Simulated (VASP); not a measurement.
Input:

```
CELL_PARAMETERS angstrom
      0.00000     2.74418     2.74418
      2.74418     0.00000     2.74418
      2.74418     2.74418     0.00000
ATOMIC_POSITIONS crystal
  Ga 0.00000 0.00000 0.00000
  P  0.25000 0.25000 0.25000
```

Level of theory: MS2 meta-GGA, VASP's PBE PAW potentials (set 64) (plane waves; VASP). Settings: 520 eV cut-off, 8×8×8 Γ-centred mesh, Gaussian smearing of 0.050 eV, potentials Ga_d P.

Task: Give the stress tensor in GPa (positive for a compressed cell).

Result: 
```
-2.42   0.00   0.00
 0.00  -2.42   0.00
 0.00   0.00  -2.42
```
The pressure is its mean diagonal, -2.42 GPa.

The compound is GaP in the zinc blende structure. This cell is one point of a volume scan, at 1.03 of the reference volume.
